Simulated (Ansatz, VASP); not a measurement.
# MgO (Periclase): VASP beside Ansatz

Aim: how closely do two programs agree when they are given the same cell, functional and k mesh? The cell is taken from a series of runs on this material, whose earlier steps may have relaxed, scaled, displaced or heated it; both programs get it as it stands.

Method: plane waves, with VASP 6.6.1 beside it; zone-centre phonons at LDA, in Ansatz 0.2.0.

### 1. Starting point

It takes space group Fm-3m (No. 225, cubic). The conventional cell has a = 4.117 Å, b = 4.117 Å, c = 4.117 Å, α = 90.00°, β = 90.00°, γ = 90.00°. Mg has 6 O at 2.06 Å nearest. Nearest to O lie 6 Mg at 2.06 Å. Farther neighbours and most contacts between anions are not listed.

As a file:

```xyz
2
Lattice="0.0000 2.0586 2.0586 2.0586 0.0000 2.0586 2.0586 2.0586 0.0000" Properties=species:S:1:pos:R:3 pbc="T T T"
Mg    0.0000    0.0000    0.0000
O     2.0586    2.0586    2.0586
```

### 2. VASP: zone-centre phonons, LDA

Second derivatives magnify differences that forces hide, and they need a tight electronic threshold.

Lines of VASP's logs that name or quote its potential files are left out, and so is its time.

Contents of INCAR:

```
SYSTEM = MgO
PREC = Accurate
ENCUT = 600
EDIFF = 1E-08
NELM = 120
ISMEAR = 0
SIGMA = 0.01
LREAL = .FALSE.
ALGO = Normal
GGA = CA
NBANDS = 10
LORBIT = 11
LWAVE = .FALSE.
LCHARG = .FALSE.
ISIF = 2
IBRION = 8
LEPSILON = .TRUE.
LASPH = .TRUE.
GGA_COMPAT = .FALSE.
EFERMI = MIDGAP
KPAR = 2
```

Contents of POSCAR:

```
MgO
1.0
    0.0000000000      2.0585825061      2.0585825061
    2.0585825061      0.0000000000      2.0585825061
    2.0585825061      2.0585825061      0.0000000000
Mg O
1 1
Direct
    0.0000000000      0.0000000000      0.0000000000
    0.5000000000      0.5000000000      0.5000000000
```

Contents of KPOINTS:

```
Automatic mesh
0
Gamma
8 8 8
0 0 0
```

PAW data sets: Mg and O (LDA family, release 64).

Run with:

```sh
$ mpirun -np 2 vasp_std
```

Numbers of over 12 decimals in the logs are rounded to 6 here.

The log of the run:

```text
[banner, memory and clock lines left out]
running    2 mpi-ranks, on    1 nodes
 distrk:  each k-point on    1 cores,    2 groups
 distr:  one band on    1 cores,    1 groups

 POSCAR found type information on POSCAR MgO
 POSCAR found :  2 types and       2 ions
 LDA part: xc-table for (Slater(with rela. corr.)+CA(PZ))
 , standard interpolation
 POSCAR, INCAR and KPOINTS ok, starting setup
 FFT: planning ... GRIDC
 FFT: planning ... GRID_SOFT
 FFT: planning ... GRID
 WAVECAR not read
 entering main loop
       N       E                     dE             d eps       ncg     rms          rms(c)
DAV:   1     0.188125008997E+02    0.18813E+02   -0.49930E+03   620   0.804E+02
DAV:   2    -0.142585335863E+02   -0.33071E+02   -0.31457E+02   640   0.156E+02
DAV:   3    -0.150380307611E+02   -0.77950E+00   -0.77851E+00   690   0.223E+01
DAV:   4    -0.150395710080E+02   -0.15402E-02   -0.15402E-02   664   0.113E+00
DAV:   5    -0.150395746987E+02   -0.36907E-05   -0.36907E-05   652   0.520E-02    0.713E+00
DAV:   6    -0.135058815100E+02    0.15337E+01   -0.86482E+00   590   0.177E+01    0.217E+00
DAV:   7    -0.134678315980E+02    0.38050E-01   -0.46352E-02   626   0.218E+00    0.128E+00
DAV:   8    -0.134443707202E+02    0.23461E-01   -0.24742E-02   594   0.179E+00    0.180E-01
DAV:   9    -0.134442112596E+02    0.15946E-03   -0.16618E-04   662   0.108E-01    0.125E-01
DAV:  10    -0.134441005765E+02    0.11068E-03   -0.26297E-04   616   0.152E-01    0.892E-03
DAV:  11    -0.134440995628E+02    0.10137E-05   -0.44957E-06   632   0.126E-02    0.329E-03
DAV:  12    -0.134440995460E+02    0.16823E-07   -0.21469E-07   648   0.325E-03    0.550E-04
DAV:  13    -0.134440995450E+02    0.10538E-08   -0.43940E-09   340   0.689E-04
   1 F= -.13444100E+02 E0= -.13444100E+02  d E =0.000000E+00
 Linear response reoptimize wavefunctions to high precision
DAV:   1    -0.134440995459E+02   -0.97231E-09   -0.14203E-10   352   0.131E-04
DAV:   2    -0.134440995459E+02    0.92086E-11   -0.80032E-12   322   0.313E-05
 Linear response G [H, r] |phi>, progress :
  Direction:   1
       N       E                     dE             d eps       ncg     rms
RMM:   1    -0.326615400395E+02   -0.32662E+02    0.93833E+00  1260   0.500E+01
RMM:   2    -0.304176538970E+02    0.22439E+01   -0.63112E-01   918   0.656E+00
RMM:   3    -0.304192028177E+02   -0.15489E-02   -0.28518E-03   972   0.362E-01
RMM:   4    -0.304192542546E+02   -0.51437E-04   -0.53602E-05  1036   0.308E-02
RMM:   5    -0.304192549002E+02   -0.64569E-06   -0.17863E-07  1046   0.292E-03
RMM:   6    -0.304192549093E+02   -0.91039E-08    0.14579E-07   961   0.632E-04
RMM:   7    -0.304192548982E+02    0.11160E-07    0.26727E-07   796   0.446E-04
RMM:   8    -0.304192548982E+02   -0.34444E-10    0.30781E-07   798   0.432E-04
RMM:   9    -0.304192548982E+02    0.14776E-10    0.48799E-07   734   0.431E-04
RMM:  10    -0.304192548982E+02   -0.44647E-10    0.11690E-06   702   0.432E-04
 Linear response G [H, r] |phi>, progress :
  Direction:   2
       N       E                     dE             d eps       ncg     rms
RMM:   1    -0.307153722108E+02   -0.30715E+02    0.15872E+01  1253   0.495E+01
RMM:   2    -0.300564379158E+02    0.65893E+00   -0.66475E-01   929   0.681E+00
RMM:   3    -0.300581053144E+02   -0.16674E-02   -0.21798E-03   974   0.348E-01
RMM:   4    -0.300581543266E+02   -0.49012E-04   -0.56267E-05  1028   0.309E-02
RMM:   5    -0.300581550396E+02   -0.71301E-06   -0.50758E-07  1039   0.317E-03
RMM:   6    -0.300581550484E+02   -0.87473E-08   -0.14044E-07   943   0.738E-04
RMM:   7    -0.300581550589E+02   -0.10548E-07   -0.25224E-07   790   0.540E-04
RMM:   8    -0.300581550592E+02   -0.26531E-09   -0.25655E-07   784   0.527E-04
RMM:   9    -0.300581550589E+02    0.24851E-09   -0.26005E-07   752   0.524E-04
RMM:  10    -0.300581550592E+02   -0.24835E-09   -0.29087E-07   678   0.527E-04
 Linear response G [H, r] |phi>, progress :
  Direction:   3
       N       E                     dE             d eps       ncg     rms
RMM:   1    -0.276408534881E+02   -0.27641E+02    0.55826E+01  1185   0.488E+01
RMM:   2    -0.255457201560E+02    0.20951E+01   -0.48073E-01   906   0.566E+00
RMM:   3    -0.255472579335E+02   -0.15378E-02   -0.28717E-03   951   0.327E-01
RMM:   4    -0.255472864910E+02   -0.28558E-04   -0.32003E-05   999   0.256E-02
RMM:   5    -0.255472866930E+02   -0.20205E-06   -0.73791E-07   991   0.266E-03
RMM:   6    -0.255472866949E+02   -0.18598E-08   -0.51050E-07   860   0.952E-04
RMM:   7    -0.255472866950E+02   -0.90026E-10   -0.50918E-07   731   0.805E-04
RMM:   8    -0.255472866949E+02    0.51124E-10   -0.50958E-07   705   0.794E-04
RMM:   9    -0.255472866950E+02   -0.46505E-10   -0.51598E-07   666   0.795E-04
RMM:  10    -0.255472866949E+02    0.47653E-10   -0.55068E-07   569   0.794E-04
 Linear response to external field (no local field effect), progress :
  Direction:   1
       N       E                     dE             d eps       ncg     rms          rms(c)
RMM:   1    -0.121487793335E+00   -0.12149E+00   -0.35365E-01  1269   0.172E+00
RMM:   2    -0.121114719877E+00    0.37307E-03   -0.88200E-04   914   0.211E-01
RMM:   3    -0.121117789705E+00   -0.30698E-05   -0.19300E-06   940   0.102E-02
RMM:   4    -0.121117797574E+00   -0.78688E-08   -0.72605E-09   933   0.642E-04
[...]
RMM:   1    -0.738976904603E-01   -0.73898E-01   -0.17514E-01  1212   0.133E+00
RMM:   2    -0.739929252546E-01   -0.95235E-04   -0.52743E-04   909   0.154E-01
RMM:   3    -0.739944147887E-01   -0.14895E-05   -0.12161E-06   927   0.742E-03
RMM:   4    -0.739944198191E-01   -0.50304E-08   -0.57237E-09   872   0.502E-04
 change of polarisation eV/A/(eV/A) component  3 :     0.022    -0.033     0.148
 dielectric tensor                  component  3 :     0.233    -0.346     2.535
 Linear response to external field, progress :
  Direction:   1
       N       E                     dE             d eps       ncg     rms          rms(c)
RMM:   1    -0.105663357773E+00   -0.10566E+00   -0.29682E-01  2499   0.158E+00
RMM:   2    -0.105343339654E+00    0.32002E-03   -0.77534E-04  1832   0.190E-01    0.509E-01
RMM:   3    -0.102749116001E+00    0.25942E-02   -0.11361E-03  1817   0.258E-01    0.299E-01
RMM:   4    -0.106410860169E+00   -0.36617E-02   -0.19212E-03  1824   0.348E-01    0.253E-02
RMM:   5    -0.106745699803E+00   -0.33484E-03   -0.17810E-05  1912   0.386E-02    0.481E-03
RMM:   6    -0.106799422365E+00   -0.53723E-04   -0.97106E-08  1966   0.277E-03    0.200E-03
RMM:   7    -0.106807151006E+00   -0.77286E-05   -0.34447E-08  1904   0.150E-03    0.148E-04
RMM:   8    -0.106808227852E+00   -0.10768E-05   -0.11267E-09  1913   0.262E-04    0.462E-05
RMM:   9    -0.106808122959E+00    0.10489E-06   -0.19379E-10  1301   0.555E-05    0.521E-06
 change of polarisation eV/A/(eV/A) component  1 :     0.200     0.050     0.015
 dielectric tensor                  component  1 :     3.072     0.519     0.158
 Linear response to external field, progress :
  Direction:   2
       N       E                     dE             d eps       ncg     rms          rms(c)
RMM:   1    -0.105529818030E+00   -0.10553E+00   -0.29548E-01  2499   0.159E+00
RMM:   2    -0.105343391731E+00    0.18643E-03   -0.78350E-04  1835   0.194E-01    0.509E-01
RMM:   3    -0.102749141991E+00    0.25942E-02   -0.11363E-03  1817   0.258E-01    0.299E-01
RMM:   4    -0.106410874164E+00   -0.36617E-02   -0.19218E-03  1824   0.348E-01    0.253E-02
RMM:   5    -0.106745793045E+00   -0.33492E-03   -0.17790E-05  1913   0.386E-02    0.481E-03
RMM:   6    -0.106799454385E+00   -0.53661E-04   -0.97265E-08  1967   0.277E-03    0.200E-03
RMM:   7    -0.106807152166E+00   -0.76978E-05   -0.34521E-08  1899   0.150E-03    0.149E-04
RMM:   8    -0.106808245894E+00   -0.10937E-05   -0.12152E-09  1917   0.268E-04    0.474E-05
RMM:   9    -0.106808128584E+00    0.11731E-06   -0.22153E-10  1296   0.611E-05    0.533E-06
 change of polarisation eV/A/(eV/A) component  2 :     0.041     0.200    -0.010
 dielectric tensor                  component  2 :     0.425     3.072    -0.099
 Linear response to external field, progress :
  Direction:   3
       N       E                     dE             d eps       ncg     rms          rms(c)
RMM:   1    -0.105516946352E+00   -0.10552E+00   -0.29536E-01  2500   0.159E+00
RMM:   2    -0.105343379715E+00    0.17357E-03   -0.78590E-04  1833   0.194E-01    0.509E-01
RMM:   3    -0.102749128968E+00    0.25943E-02   -0.11368E-03  1814   0.258E-01    0.299E-01
RMM:   4    -0.106410917688E+00   -0.36618E-02   -0.19230E-03  1824   0.348E-01    0.253E-02
RMM:   5    -0.106745792324E+00   -0.33487E-03   -0.17806E-05  1912   0.386E-02    0.480E-03
RMM:   6    -0.106799453127E+00   -0.53661E-04   -0.97234E-08  1965   0.277E-03    0.200E-03
RMM:   7    -0.106807151578E+00   -0.76985E-05   -0.34501E-08  1903   0.150E-03    0.149E-04
RMM:   8    -0.106808244013E+00   -0.10924E-05   -0.12162E-09  1920   0.268E-04    0.473E-05
RMM:   9    -0.106808127148E+00    0.11686E-06   -0.22605E-10  1299   0.611E-05    0.533E-06
 change of polarisation eV/A/(eV/A) component  3 :     0.004     0.023     0.200
 dielectric tensor                  component  3 :     0.043     0.242     3.072
 Linear response DOF=           2
 Linear response progress:
  Degree of freedom:   1/  2
       N       E                     dE             d eps       ncg     rms          rms(c)
RMM:   1    -0.231342476315E-02   -0.23134E-02    0.24258E-05  2449   0.532E-01
RMM:   2    -0.226746495135E-02    0.45960E-04   -0.14206E-04  1799   0.839E-02    0.378E-02
RMM:   3    -0.223795812803E-02    0.29507E-04   -0.17916E-05  1866   0.299E-02    0.192E-02
RMM:   4    -0.223742298334E-02    0.53514E-06   -0.14991E-05  1868   0.269E-02    0.332E-03
RMM:   5    -0.223799845344E-02   -0.57547E-06   -0.13517E-07  1883   0.288E-03    0.296E-04
RMM:   6    -0.223803440371E-02   -0.35950E-07   -0.49922E-10  1884   0.192E-04    0.130E-04
RMM:   7    -0.223799814215E-02    0.36262E-07   -0.16261E-10  1916   0.117E-04    0.114E-05
RMM:   8    -0.223801068361E-02   -0.12541E-07    0.20702E-11  1944   0.134E-05    0.241E-06
RMM:   9    -0.223801002433E-02    0.65928E-09    0.23043E-11  1782   0.642E-06    0.363E-07
 first order change of Fermi-energy   0.58026E-04
 force on displaced ion       1 direction 1 :  -6.999   0.000   0.000
 Born effective charge ion    1 direction 1 :   1.940   0.000   0.000
 Linear response progress:
  Degree of freedom:   2/  2
       N       E                     dE             d eps       ncg     rms          rms(c)
RMM:   1    -0.348477318072E+00   -0.34848E+00    0.38773E-01  2087   0.425E+00
RMM:   2    -0.349141532210E+00   -0.66421E-03   -0.16114E-03  1847   0.328E-01    0.138E-01
RMM:   3    -0.350550748776E+00   -0.14092E-02   -0.38984E-04  1778   0.144E-01    0.727E-02
RMM:   4    -0.352707742868E+00   -0.21570E-02   -0.38678E-04  1682   0.147E-01    0.177E-02
RMM:   5    -0.352730768242E+00   -0.23025E-04   -0.45958E-06  1949   0.204E-02    0.134E-03
RMM:   6    -0.352732266540E+00   -0.14983E-05   -0.36729E-08  1960   0.178E-03    0.766E-04
RMM:   7    -0.352727796279E+00    0.44703E-05   -0.26634E-09  1973   0.363E-04    0.576E-05
RMM:   8    -0.352727724157E+00    0.72121E-07   -0.15399E-09  2029   0.101E-04    0.164E-05
RMM:   9    -0.352727773750E+00   -0.49592E-07   -0.15256E-09  2035   0.622E-05    0.312E-06
RMM:  10    -0.352727761908E+00    0.11841E-07   -0.15595E-09  1711   0.545E-05    0.477E-07
RMM:  11    -0.352727761961E+00   -0.52620E-10   -0.15968E-09  1188   0.535E-05    0.481E-08
 first order change of Fermi-energy   0.12354E-02
 force on displaced ion       2 direction 1 :  -6.975   0.000   0.000
 Born effective charge ion    2 direction 1 :  -1.940   0.000   0.000
 Born effective charges drift removed
 Linear response finished
```

Parts of OUTCAR (step 2):

```text
ion  position               nearest neighbor table
   1  0.000  0.000  0.000-   2 2.06   2 2.06   2 2.06   2 2.06   2 2.06   2 2.06
   2  0.500  0.500  0.500-   1 2.06   1 2.06   1 2.06   1 2.06   1 2.06   1 2.06

  LATTYP: Found a face centered cubic cell.
 ALAT       =     4.1171650122

 Subroutine GETGRP returns: Found 48 space group operations
 (whereof 48 operations were pure point group operations)

The static configuration has the point symmetry O_h .

 Found     29 irreducible k-points:

   k-points           NKPTS =     29   k-points in BZ     NKDIM =     29   number of bands    NBANDS=     10

   dimension x,y,z NGX =    24 NGY =   24 NGZ =   24
   dimension x,y,z NGXF=    48 NGYF=   48 NGZF=   48

   ENCUT  =  600.0 eV  44.10 Ry    6.64 a.u.   5.81  5.81  5.81*2*pi/ulx,y,z

   NELECT =       8.0000    total number of electrons

 k-points in reciprocal lattice and weights: Automatic mesh
   0.00000000  0.00000000  0.00000000       0.002
   0.12500000  0.00000000  0.00000000       0.016
   0.25000000  0.00000000  0.00000000       0.016
   0.37500000  0.00000000  0.00000000       0.016
   0.50000000  0.00000000  0.00000000       0.008
   0.12500000  0.12500000  0.00000000       0.012
   0.25000000  0.12500000  0.00000000       0.047
   0.37500000  0.12500000  0.00000000       0.047
   0.50000000  0.12500000  0.00000000       0.047
[...]
-0.37500000  0.50000000  0.12500000       0.023
  -0.25000000  0.50000000  0.25000000       0.012

 average (electrostatic) potential at core
       1 -34.3671       2 -70.2325

  Total        0.3944296      0.3944296      0.3944296      0.0000000     -0.0000000      0.0000000
  in kB       36.2197341     36.2197341     36.2197341      0.0000000     -0.0000000      0.0000000
  external PRESSURE =      36.2197341 kB  Pullay stress =       0.0000000 kB

  energy-cutoff  :      600.00
  volume of cell :       17.45
      direct lattice vectors                 reciprocal lattice vectors
     0.000000000  2.058582506  2.058582506    -0.242885577  0.242885577  0.242885577
     2.058582506  0.000000000  2.058582506     0.242885577 -0.242885577  0.242885577
     2.058582506  2.058582506  0.000000000     0.242885577  0.242885577 -0.242885577

 POSITION                                       TOTAL-FORCE (eV/Angst)
 -----------------------------------------------------------------------------------
      0.00000      0.00000      0.00000         0.000000     -0.000000      0.000000
      2.05858      2.05858      2.05858         0.000000      0.000000      0.000000
 -----------------------------------------------------------------------------------
    total drift:                               -0.000000     -0.000000      0.000000

 MACROSCOPIC STATIC DIELECTRIC TENSOR (including local field effects in DFT)
 ------------------------------------------------------
           3.072159     0.000000     0.000000
           0.000000     3.072159     0.000000
           0.000000     0.000000     3.072159
 ------------------------------------------------------

 PIEZOELECTRIC TENSOR (including local field effects)  for field in x, y, z        (C/m^2)
          XX          YY          ZZ          XY          YZ          ZX
  --------------------------------------------------------------------------------
  x     0.00000     0.00000     0.00000     0.00000     0.00000     0.00000
  y     0.00000     0.00000     0.00000     0.00000     0.00000     0.00000
  z     0.00000     0.00000     0.00000     0.00000     0.00000     0.00000

 BORN EFFECTIVE CHARGES (including local field effects) (in |e|, cummulative output)
 ---------------------------------------------------------------------------------
 ion    1
    1     1.94017     0.00000    -0.00000
    2     0.00000     1.94017     0.00000
    3    -0.00000    -0.00000     1.94017
 ion    2
    1    -1.94017    -0.00000     0.00000
    2    -0.00000    -1.94017    -0.00000
    3     0.00000     0.00000    -1.94017

 Eigenvectors and eigenvalues of the dynamical matrix
 ----------------------------------------------------

   1 f  =   13.301288 THz    83.574457 2PiTHz  443.683209 cm-1    55.009682 meV
             X         Y         Z           dx          dy          dz
      0.000000  0.000000  0.000000     0.000000    0.630719    0.000000
      2.058583  2.058583  2.058583     0.000000   -0.776011    0.000000

   2 f  =   13.301288 THz    83.574457 2PiTHz  443.683209 cm-1    55.009682 meV
             X         Y         Z           dx          dy          dz
      0.000000  0.000000  0.000000    -0.630719    0.000000    0.000000
      2.058583  2.058583  2.058583     0.776011    0.000000    0.000000

   3 f  =   13.301288 THz    83.574457 2PiTHz  443.683209 cm-1    55.009682 meV
             X         Y         Z           dx          dy          dz
      0.000000  0.000000  0.000000     0.000000    0.000000   -0.630719
      2.058583  2.058583  2.058583     0.000000    0.000000    0.776011

   4 f/i=    0.011327 THz     0.071172 2PiTHz    0.377843 cm-1     0.046846 meV
             X         Y         Z           dx          dy          dz
      0.000000  0.000000  0.000000     0.776011    0.000000    0.000000
      2.058583  2.058583  2.058583     0.630719    0.000000    0.000000

   5 f/i=    0.011327 THz     0.071172 2PiTHz    0.377843 cm-1     0.046846 meV
             X         Y         Z           dx          dy          dz
      0.000000  0.000000  0.000000     0.000000   -0.776011    0.000000
      2.058583  2.058583  2.058583     0.000000   -0.630719    0.000000

   6 f/i=    0.011327 THz     0.071172 2PiTHz    0.377843 cm-1     0.046846 meV
             X         Y         Z           dx          dy          dz
      0.000000  0.000000  0.000000     0.000000    0.000000    0.776011
      2.058583  2.058583  2.058583     0.000000    0.000000    0.630719

 MACROSCOPIC STATIC DIELECTRIC TENSOR IONIC CONTRIBUTION
 ------------------------------------------------------
           5.587430    -0.000000     0.000000
          -0.000000     5.587430    -0.000000
           0.000000    -0.000000     5.587430
 ------------------------------------------------------

 ELASTIC MODULI CONTR FROM IONIC RELAXATION (kBar)
 Direction    XX          YY          ZZ          XY          YZ          ZX
 --------------------------------------------------------------------------------
 XX           0.0000      0.0000      0.0000      0.0000      0.0000      0.0000
 YY           0.0000      0.0000      0.0000      0.0000      0.0000      0.0000
 ZZ           0.0000      0.0000      0.0000      0.0000      0.0000      0.0000
 XY           0.0000      0.0000      0.0000      0.0000      0.0000      0.0000
 YZ           0.0000      0.0000      0.0000      0.0000      0.0000      0.0000
 ZX           0.0000      0.0000      0.0000      0.0000      0.0000      0.0000
 --------------------------------------------------------------------------------

 PIEZOELECTRIC TENSOR IONIC CONTR  for field in x, y, z        (C/m^2)
          XX          YY          ZZ          XY          YZ          ZX
  --------------------------------------------------------------------------------
  x     0.00000     0.00000     0.00000     0.00000     0.00000     0.00000
  y     0.00000     0.00000     0.00000     0.00000     0.00000     0.00000
  z     0.00000     0.00000     0.00000     0.00000     0.00000     0.00000
```

(Continued in part 2 of 2.)

[Lines on the potential files, build, host, timing and source positions are cut from VASP's logs without a mark.]

[Logs are printed without paths, hosts, clocks, repeated set-up lines and the standing remarks that a program may print on its own settings, such as how far it seeks lower states.]

[Hosts, paths, dates, database ids (printed as entryN), source tags and the programs' standing remarks are cut or masked in the printed files.]
